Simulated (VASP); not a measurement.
An input for Quantum ESPRESSO's pw.x (written as the equivalent of a VASP run, and not itself run):

```
&CONTROL
  calculation = 'scf'
  pseudo_dir = './pseudo'
  outdir = './out'
  tprnfor = .true.
  tstress = .true.
/
&SYSTEM
  ibrav = 0
  nat = 2
  ntyp = 2
  ecutwfc = 74
  occupations = 'smearing'
  smearing = 'gaussian'
  degauss = 0.003675
  input_dft = 'pbe'
/
&ELECTRONS
  conv_thr = 7.3e-09
  electron_maxstep = 100
/
ATOMIC_SPECIES
  Li 6.940 Li.upf
  Br 79.904 Br.upf
CELL_PARAMETERS angstrom
     0.0000000    2.7794107    2.7794107
     2.7794107    0.0000000    2.7794107
     2.7794107    2.7794107    0.0000000
ATOMIC_POSITIONS crystal
  Li   0.0000000  0.0000000  1.0000000
  Br   0.5000000  0.5000000  0.5000000
K_POINTS automatic
  8 8 8 0 0 0
```

Question: Write the VASP files for the same calculation (PBE).

Answer: This is not unique; one that fits is 
File KPOINTS:
```
Automatic mesh
0
Gamma
8 8 8
0 0 0
```

INCAR:
```
LASPH=T   # aspherical one-centre terms
LWAVE=F
SIGMA=0.05   # width (eV)
ISIF=2   # forces and stress, cell fixed
LREAL=F
LCHARG=F
EDIFF=1E-7   # SCF stop (eV)
ISMEAR=0
ENCUT=520   # plane-wave cut-off (eV)
ALGO=Normal
GGA=PE
LMAXMIX=4   # l cut-off of mixed one-centre charges
NELM=100   # most electronic steps
SYSTEM=LiBr
PREC=Accurate
```

### POSCAR
```
LiBr
1
    0.0000000000     2.7794107172     2.7794107172
    2.7794107172     0.0000000000     2.7794107172
    2.7794107172     2.7794107172     0.0000000000
Li Br
1 1
Direct
  0.0000000000   0.0000000000   1.0000000000
  0.5000000000   0.5000000000   0.5000000000
```

POTCAR, in this order: Li_sv Br (PBE.64 set). Program: vasp_std.

What does not carry over: the potentials are each code's own (VASP's PAW set, PseudoDojo norm-conserving files in pw.x), so ENCUT and ecutwfc are chosen apart and not converted; conv_thr bounds pw.x's estimated SCF error, while EDIFF bounds the energy change between steps.

The compound is LiBr in the rock salt structure. This cell is one point of a volume scan, at 1.03 of the reference volume.
